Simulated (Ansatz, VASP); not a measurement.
# Y2S2N (Y2NS2 MXene bilayer, AA) in two plane-wave programs, part 3 of 3

Aim: how closely do two programs agree when they are given the same cell, functional and k mesh? Of the first pair: The structure shown is the start of the Ansatz relaxation below; VASP solves that cell, so the two are compared at the walk's first step.

VASP 6.6.1 and Ansatz 0.2.0.

So far: The structure; Ansatz: relaxation, PBE with D3(BJ); VASP: single point, PBE with D3(BJ), start cell, pair 1; Differences.

## Step 5: Ansatz: relaxation, PBE with D3(BJ)

Level of this step: Ansatz beside VASP: Kohn-Sham DFT, plane waves, PBE with D3(BJ) (Ansatz).

This run makes the geometry at which the two programs are then compared.

The structure compared here is the end of the Ansatz relaxation.

Input file input.yaml:

```yaml
crystal:
  lattice:
    - [3.40626, 0.0, 0.0]
    - [-1.70313, 2.9499076919, 0.0]
    - [0.0, 0.0, 63.2221108536]
  atoms:
    - { symbol: S, position: [0.3333333333, 0.6666666667, 0.3724962625] }
    - { symbol: "Y", position: [0.6666666667, 0.3333333333, 0.4031265], spin: 1.0 }
    - { symbol: "N", position: [0.0, 0.0, 0.424385193] }
    - { symbol: "Y", position: [0.3333333333, 0.6666666667, 0.445643886], spin: 1.0 }
    - { symbol: S, position: [0.6666666667, 0.3333333333, 0.4762741234] }
    - { symbol: S, position: [0.3333333333, 0.6666666667, 0.5237258766] }
    - { symbol: "Y", position: [0.6666666667, 0.3333333333, 0.554356114], spin: -1.0 }
    - { symbol: "N", position: [0.0, 0.0, 0.575614807] }
    - { symbol: "Y", position: [0.3333333333, 0.6666666667, 0.5968735], spin: -1.0 }
    - { symbol: S, position: [0.6666666667, 0.3333333333, 0.6275037375] }
  periodic: [true, true, false]
magnetization:
  spin_polarized: true
kpoints:
  mp_grid: { grid: [12, 12, 1] }
hamiltonian:
  xc: pbe
  dispersion: d3bj
scf:
  occupations: { method: fermi_dirac, width: 0.05 }
  convergence: { dr2_threshold: 1.0e-09 }
relax:
  f_tol: 0.004
  max_steps: 90
  cell: {}
output:
  write_potential: true
  write_density: true
  volumetric_format: npy
```

Command:

```bash
ansatz run input.yaml --threads 4 --pin off --max-ram 12288MiB --backend cpu --events-out ev --progress --plain --runs-dir out
```

Numbers of over 12 decimals in the logs are rounded to 6 here.

Log:

```text
[...]
Crystal: 10 atoms, lattice volume = 635.265 Å³
Basis set: ecut = 420 eV, 12439 PW (Γ), exchange–correlation on 48×48×864 points (8 copies of the dense FFT grid, shifted against one another)
Bands: 51, of which v1, the nominal top of the filled ones, is band 39 counted from 1 (38 counted from 0)
[...]
- { symbol: Y, position: [0.333333, 0.666667, 0.453727] }
    - { symbol: S, position: [0.666667, 0.333333, 0.478612] }
    - { symbol: S, position: [0.333333, 0.666667, 0.521388] }
    - { symbol: Y, position: [0.666667, 0.333333, 0.546273] }
    - { symbol: N, position: [1.0653570513546364e-17, 0, 0.567860] }
    - { symbol: Y, position: [0.333333, 0.666667, 0.590081] }
    - { symbol: S, position: [0.666667, 0.333333, 0.614788] }
[key lines of the parts left out:]
SCF converged after 4 iterations
Magnetization: -0.0000 μB (39.0000 up, 39.0000 down)
Free energy (F): -19787.211311 eV
Fermi energy:    -7.197157 eV
P = ½ c Tr σ = 0.0078 N/m
```

## Step 6: VASP: single point, PBE with D3(BJ), relaxed cell, pair 2

The same cell, functional, mesh and smearing now go to VASP, with its own data sets.

Input file INCAR:

```
SYSTEM = Y2S2N
PREC = Accurate
ENCUT = 520
EDIFF = 1E-06
NELM = 200
ISMEAR = -1
SIGMA = 0.05
LREAL = .FALSE.
ALGO = Normal
GGA = PE
IVDW = 12
NBANDS = 54
ISPIN = 2
MAGMOM = 0 -0 -0 -0 -0 -0 0 0 -0 -0
LASPH = .TRUE.
LMAXMIX = 4
LORBIT = 11
LWAVE = .FALSE.
LCHARG = .FALSE.
ISIF = 2
LDIPOL = .TRUE.
IDIPOL = 3
DIPOL = 0.5 0.5 0.5
LVHAR = .TRUE.
GGA_COMPAT = .FALSE.
NELMDL = -8
KPAR = 2
```

Input file POSCAR:

```
Y2S2N
1.0
    3.6789385165      0.0000000000      0.0000000000
   -1.8394692583      3.1860542143      0.0000000000
    0.0000000000      0.0000000000     63.2221108536
S Y N
4 4 2
Direct
    0.3333333333      0.6666666667      0.3852124395
    0.6666666667      0.3333333333      0.4786122386
    0.3333333333      0.6666666667      0.5213877620
    0.6666666667      0.3333333333      0.6147875605
    0.6666666667      0.3333333333      0.4099192700
    0.3333333333      0.6666666667      0.4537267024
    0.6666666667      0.3333333333      0.5462732969
    0.3333333333      0.6666666667      0.5900807291
    0.0000000000      0.0000000000      0.4321402514
    0.0000000000      0.0000000000      0.5678597496
```

Input file KPOINTS:

```
Automatic mesh
0
Gamma
12 12 1
0 0 0
```

PAW data sets: S, Y_sv and N (PBE family, release 64).

Command:

```bash
mpirun -np 2 vasp_std
```

Log:

```text
[banner, memory and clock lines left out]
running    2 mpi-ranks, on    1 nodes
[...]
LDA part: xc-table for (Slater+PW92), standard interpolation
 [... a notice as in an earlier step ...]

 POSCAR, INCAR and KPOINTS ok, starting setup
[...]
entering main loop
       N       E                     dE             d eps       ncg     rms          rms(c)
DAV:   1     0.571991645616E+03    0.57199E+03   -0.33456E+04  5072   0.114E+03
DAV:   2     0.702802956207E+01   -0.56496E+03   -0.54791E+03  5504   0.279E+02
DAV:   3    -0.751746770744E+02   -0.82203E+02   -0.80893E+02  5834   0.837E+01
DAV:   4    -0.812155767287E+02   -0.60409E+01   -0.59974E+01  6880   0.234E+01
[...]
DAV:  30    -0.724357800041E+02   -0.99746E-05   -0.59266E-06  3448   0.570E-03    0.454E-03
DAV:  31    -0.724357839828E+02   -0.39787E-05   -0.83927E-07  2820   0.253E-03    0.175E-03
DAV:  32    -0.724357841072E+02   -0.12440E-06   -0.70014E-08  2646   0.998E-04
   1 F= -.75232518E+02 E0= -.75200353E+02  d E =-.643290E-01  mag=     0.0001
```

From OUTCAR (step 6):

```text
 Edisp (eV)   -2.79673

  Total      -0.17479    -0.17479    -0.10973     0.00000     0.00000    -0.00000
  in kB      -0.37791    -0.37791    -0.23725     0.00000     0.00000    -0.00000
  external pressure =       -0.33 kB  Pullay stress =        0.00 kB

 POSITION                                       TOTAL-FORCE (eV/Angst)
 -----------------------------------------------------------------------------------
     -0.00000      2.12404     24.35394        -0.000000      0.000000      0.006264
      1.83947      1.06202     30.25888         0.000000      0.000000     -0.006762
     -0.00000      2.12404     32.96323        -0.000000      0.000000      0.006762
      1.83947      1.06202     38.86817        -0.000000      0.000000     -0.006264
      1.83947      1.06202     25.91596         0.000000     -0.000000     -0.002742
     -0.00000      2.12404     28.68556         0.000000     -0.000000      0.004431
      1.83947      1.06202     34.53655        -0.000000      0.000000     -0.004431
     -0.00000      2.12404     37.30615        -0.000000      0.000000      0.002742
      0.00000      0.00000     27.32082        -0.000000      0.000000     -0.001218
      0.00000      0.00000     35.90129         0.000000     -0.000000      0.001218
 -----------------------------------------------------------------------------------
    total drift:                                0.000000     -0.000000      0.000034

  FREE ENERGIE OF THE ION-ELECTRON SYSTEM (eV)
  ---------------------------------------------------
  free  energy   TOTEN  =       -75.2325178960 eV

  energy  without entropy=      -75.1681889216  energy(sigma->0) =      -75.20035341

 magnetization (x)
# of ion       s       p       d       f       tot
--------------------------------------------------
    1       -0.000   0.000   0.000   0.000   0.000
    2        0.000   0.000   0.000   0.000   0.000
    3        0.000   0.000   0.000   0.000   0.000
    4       -0.000   0.000   0.000   0.000   0.000
    5       -0.000   0.000   0.000   0.000   0.000
    6        0.000   0.000   0.000   0.000   0.000
    7        0.000   0.000   0.000   0.000   0.000
    8       -0.000   0.000   0.000   0.000   0.000
    9        0.000   0.000   0.000   0.000   0.000
   10        0.000   0.000   0.000   0.000   0.000
--------------------------------------------------
tot          0.000   0.000   0.000   0.000   0.000

[... 1 part as in an earlier step ...]

[... 2 further parts left out ...]
[key lines of the parts left out:]
E-fermi :  -4.5128
```

## Step 7: Differences

At this near-relaxed geometry the largest component of a force difference is 7 meV/Å. With vacuum in the cell, a pressure given here is an average over mostly empty space and none of the material.

## Step 8: Results

| Item | Value |
| --- | --- |
| r.m.s. force difference (single point, PBE with D3(BJ), start cell, pair 1) | 0.50 % of the r.m.s. force |
| r.m.s. force difference (single point, PBE with D3(BJ), relaxed cell, pair 2) | 2.6 meV/Å |

The r.m.s. force difference is 2.6 meV/Å (single point, PBE with D3(BJ), relaxed cell, pair 2), within the 12 meV/Å picked in this series as the mark of a large difference. Such differences can come from data sets, numerical settings and the points named under the comparisons, not from the functional's error against experiment.

[Lines on the potential files, build, host, timing and source positions are cut from VASP's logs without a mark.]

[Logs are printed without paths, hosts, clocks, repeated set-up lines and the standing remarks that a program may print on its own settings, such as how far it seeks lower states.]

[Hosts, paths, dates, database ids (printed as entryN), source tags and the programs' standing remarks are cut or masked in the printed files.]
